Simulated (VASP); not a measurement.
Here is a VASP 6.6.1 calculation.

POSCAR

```
Zn6C
1.0
   -3.1573100000      3.1573100000      3.1573100000
    3.1573100000     -3.1573100000      3.1573100000
    3.1573100000      3.1573100000     -3.1573100000
Zn C
6 1
Direct
    0.0000000000      0.3204500000      0.3204500000
    0.0000000000      0.6795500000      0.6795500000
    0.3204500000      0.0000000000      0.3204500000
    0.6795500000      0.0000000000      0.6795500000
    0.3204500000      0.3204500000      0.0000000000
    0.6795500000      0.6795500000      0.0000000000
    0.0000000000      0.0000000000      0.0000000000
```

Contents of INCAR.step1:

```
SYSTEM = Zn6C
PREC     = Accurate       ! precision mode
ENCUT    = 900            ! plane-wave cutoff, eV
EDIFF    = 1E-7           ! SCF threshold, eV
ISMEAR   = -1             ! smearing method
SIGMA    = 0.05           ! smearing width, eV
LREAL    = .False.        ! projectors in reciprocal space
LASPH    = .True.         ! aspherical terms in the spheres
NELM     = 80             ! most SCF steps
ALGO     = Fast           ! electronic algorithm
ISIF     = 2              ! what is computed and relaxed
LWAVE    = .False.        ! write WAVECAR
LCHARG   = .True.         ! write CHGCAR
GGA      = PE             ! functional
```

Contents of KPOINTS.step1:

```
regular mesh
0
Gamma
  5 5 5
  0 0 0
```

The input INCAR.step2:

```
SYSTEM = Zn6C
PREC     = Accurate       ! precision mode
ENCUT    = 900            ! plane-wave cutoff, eV
EDIFF    = 1E-7           ! SCF threshold, eV
ISMEAR   = 0              ! smearing method
SIGMA    = 0.05           ! smearing width, eV
LREAL    = .False.        ! projectors in reciprocal space
LASPH    = .True.         ! aspherical terms in the spheres
NELM     = 80             ! most SCF steps
ALGO     = Fast           ! electronic algorithm
ISIF     = 2              ! what is computed and relaxed
LWAVE    = .False.        ! write WAVECAR
LCHARG   = .False.        ! write CHGCAR
GGA      = PE             ! functional
ICHARG   = 11             ! starting density
```

KPOINTS.step2

```
path GHNGPH,PN
10
line-mode
reciprocal
 0.0000000000  0.0000000000  0.0000000000  G
 0.5000000000 -0.5000000000  0.5000000000  H

 0.5000000000 -0.5000000000  0.5000000000  H
 0.0000000000  0.0000000000  0.5000000000  N

 0.0000000000  0.0000000000  0.5000000000  N
 0.0000000000  0.0000000000  0.0000000000  G

 0.0000000000  0.0000000000  0.0000000000  G
 0.2500000000  0.2500000000  0.2500000000  P

 0.2500000000  0.2500000000  0.2500000000  P
 0.5000000000 -0.5000000000  0.5000000000  H

 0.2500000000  0.2500000000  0.2500000000  P
 0.0000000000  0.0000000000  0.5000000000  N
```

Potentials or basis: VASP PAW PBE potentials, release 64 (Zn, C).

Run with:

```console
$ cat potpaw_PBE.64/Zn/POTCAR potpaw_PBE.64/C/POTCAR > POTCAR
$ cp INCAR.step1 INCAR
$ cp KPOINTS.step1 KPOINTS
$ mpirun -np 1 vasp_std > vasp.out
$ cp INCAR.step2 INCAR
$ cp KPOINTS.step2 KPOINTS
$ mpirun -np 1 vasp_std > vasp.out
```

(1) Predict the band gap along the path.

## Answers

(1) none (metal or under the smearing width).

Caveat: the log is that of the step along the path at fixed density, whose energy, stress, charges and moments have no meaning.
